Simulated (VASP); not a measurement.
VASP ran on this input.

POSCAR:
```
Cu
1
    0.0000000000     1.7338568485     1.7338568485
    1.7338568485    -0.0000000000     1.7338568485
    1.7338568485     1.7338568485     0.0000000000
Cu
1
Direct
  0.0000000000   0.0000000000   0.0000000000
```

File KPOINTS:
```
Automatic mesh
0
Gamma
18 18 18
```

**INCAR**
```
ALGO  =  Normal
EDIFF  =  1E-6
EDIFFG  =  -0.02
ENCUT  =  500
IBRION  =  2
ISIF  =  3
ISMEAR  =  1
LASPH  =  T
LCHARG  =  F
LMAXMIX  =  4
LREAL  =  F
LWAVE  =  F
NELM  =  100
NSW  =  40
PREC  =  Accurate
PSTRESS  =  100
SIGMA  =  0.1
SYSTEM  =  Cu
```

POTCAR, in this order: Cu (LDA.64 set). Program: vasp_std.

Q: Write an equivalent input for Quantum ESPRESSO's pw.x.

A: One equivalent input (not run):
```
&CONTROL
  calculation = 'vc-relax'
  pseudo_dir = './pseudo'
  outdir = './out'
  tprnfor = .true.
  tstress = .true.
  nstep = 40
  forc_conv_thr = 0.00078
/
&SYSTEM
  ibrav = 0
  nat = 1
  ntyp = 1
  ecutwfc = 92
  occupations = 'smearing'
  smearing = 'methfessel-paxton'
  degauss = 0.00735
  input_dft = 'pz'
/
&ELECTRONS
  conv_thr = 7.3e-08
  electron_maxstep = 100
/
&IONS
/
&CELL
  press = 100
/
ATOMIC_SPECIES
  Cu 63.546 Cu.upf
CELL_PARAMETERS angstrom
     0.0000000    1.7338568    1.7338568
     1.7338568   -0.0000000    1.7338568
     1.7338568    1.7338568    0.0000000
ATOMIC_POSITIONS crystal
  Cu   0.0000000  0.0000000  0.0000000
K_POINTS automatic
  18 18 18 0 0 0
```
Limits of the translation: the potentials are each code's own (VASP's PAW set, PseudoDojo norm-conserving files in pw.x), so ENCUT and ecutwfc are chosen apart and not converted; conv_thr bounds pw.x's estimated SCF error, while EDIFF bounds the energy change between steps; forc_conv_thr acts on force components and is met together with etot_conv_thr.

The compound is Cu in the fcc structure. It was relaxed first under an external pressure of 10 GPa.
